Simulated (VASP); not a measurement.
Data:

```
Cs
1.0
   -3.05000     3.05000     3.05000
    3.05000    -3.05000     3.05000
    3.05000     3.05000    -3.05000
Cs
1
Direct
  0.00000   0.00000   0.00000
```

All values below come from revTPSS meta-GGA, VASP's PBE PAW potentials (set 64) (plane waves; VASP 6.6.1). Settings: 520 eV cut-off, 8×8×8 Γ-centred mesh, first-order Methfessel-Paxton smearing of 0.10 eV, potentials Cs_sv.

Energy and stress use the plane-wave basis of the starting cell.

The ions, cell shape and volume are relaxed. Give the cell that the relaxation ends in.

```
Cs
1.0
   -3.10085     3.10085     3.10085
    3.10085    -3.10085     3.10085
    3.10085     3.10085    -3.10085
Cs
1
Direct
  0.00000   0.00000   0.00000
```
Space group Im-3m (229), at a tolerance of 0.03 Å.

How do energy and volume change from the first to the last step?

The energy (σ→0) changes by -1.7 meV/atom and the volume by +5.1 %, in 5 ionic steps.

The compound is Cs in the bcc structure. This run relaxes it. Symmetry was kept, so distortions that lower it aren't found.
